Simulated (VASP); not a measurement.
Consider the following.

```
CELL_PARAMETERS angstrom
      1.45106    -2.51331     0.00000
      1.45106     2.51331     0.00000
      0.00000     0.00000     2.82912
ATOMIC_POSITIONS crystal
  W  0.00000 0.00000 0.00000
  C  0.33333 0.66667 0.50000
```

These are PBEsol GGA, VASP's PBE PAW potentials (set 64) (plane waves; VASP) values and carry that method's errors. Numerical set-up: 520 eV cut-off, Gaussian smearing of 0.050 eV, potentials W_sv C.

Task: Give the energies of bands 6 to 12 at the high-symmetry points, in eV from the Fermi level.

Result: 
```csv
band,Γ,M,K,A,L,H
6,-4.32,-7.03,-6.58,-8.67,-6.46,-7.25
7,-3.32,-3.59,-4.56,-1.99,-4.32,-5.39
8,-3.32,-3.58,-3.42,-1.99,-4.15,-1.54
9,0.17,-0.41,0.64,-0.57,0.34,-0.62
10,3.29,2.39,1.04,-0.57,4.50,4.48
11,3.29,4.60,2.09,3.77,5.41,6.52
12,5.73,4.97,3.29,4.58,6.75,7.71
```

It has no gap at this level: it comes out as a metal or semimetal.

The compound is WC in the wc structure. It was relaxed first.
